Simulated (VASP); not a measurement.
NbN (rock salt): the bulk modulus from VASP (plane waves, PAW) at several levels of theory. Static lattice, third-order Birch-Murnaghan fit over five volumes.

| level | bulk modulus (GPa) |
|---|---|
| LDA | 350 |
| PBE | 307 |
| PBEsol | 334 |
| revPBE | 297 |
| RPBE | 293 |
| AM05 | 335 |
| PW91 | 307 |
| PBE-D3 (zero damping) | 326 |
| PBE-D3(BJ) | 326 |
| PBE-D4 | 316 |
| optB88-vdW | 308 |
| optB86b-vdW | 319 |
| vdW-DF2 | 259 |
| rev-vdW-DF2 | 318 |
| vdW-DF-cx | 328 |

The cell of the LDA run:

NbN has the cubic space group Fm-3m (No. 225), the rock salt structure, Pearson symbol cF8. Cell: a = b = c = 4.357 Å, α = β = γ = 90.00°. Nb on 4a is coordinated by 6 N at 2.178 Å (octahedral). N on 4b is surrounded by 6 Nb at 2.178 Å (octahedral). (Neighbours: up to the widest gap in distance over summed covalent radii, below 1.35, at either atom; cation-cation and far metal-metal contacts left out.)
(The calculation used a cell of 2 atoms; values per cell refer to that cell.)

Only levels that ran to the end are used. Left out are those held back, those with too coarse a band path, GW runs whose mesh misses a band edge, hybrids' fits of cells that aren't cubic and levels without matching references; a question may draw on a part of the rest.

The compound is NbN in the rock salt structure, the cubic δ form, which competes with hexagonal ones.
